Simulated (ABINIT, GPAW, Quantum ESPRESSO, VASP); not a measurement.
CaO (Fm-3m, 2 atoms in the cell) computed with different codes at matched settings

Self-consistent single point.

```yaml
crystal:
  lattice:
    - [0.00000, 2.40500, 2.40500]
    - [2.40500, 0.00000, 2.40500]
    - [2.40500, 2.40500, 0.00000]
  atoms:
    - { symbol: Ca, position: [0.00000, 0.00000, 0.00000] }
    - { symbol: O, position: [0.50000, 0.50000, 0.50000] }
```

All programs got the same cell, k-point mesh and kind of occupations (in GPAW's words: kpts = 12 12 12; mesh shift (steps) = 0 0 0; occupations.name = fermi-dirac; occupations.width = 0.05 eV); potentials, basis and cutoffs are each program's usual ones.

```csv
code,model,gap on the mesh (eV),cutoff
GPAW,"PBE, GPAW PAW datasets PBE (gpaw-data 1.0.1)",3.691,950 eV
VASP,"PBE, VASP's PBE PAW potentials (set 64)",3.653,400 eV
ABINIT,"PBE, norm-conserving pseudopotentials (PseudoDojo nc-sr-05 PBE standard)",3.662,42 Ha
Quantum ESPRESSO,"PBE, GBRV 1.5 ultrasoft (PBE) pseudopotentials",3.662,40 Ry
```

Gaps are read on the mesh.

The spread over the programs that give each value: gap on the mesh within 0.038 eV.

The starting cell has typed, rounded lattice constants, without a prior relaxation at this level.

Why do the programs differ, and what cannot be compared?

Differences of this kind can come from the potentials, where these differ, and from what each basis and cutoff leave unconverged. The zero of total energies and Fermi levels follows the potentials and each program's conventions, so they are not compared here. 

Left out of this page: Ansatz, CP2K, Elk, FLEUR and SIESTA (not drawn, or without a comparable value).

Keys are those of Ansatz 0.2.
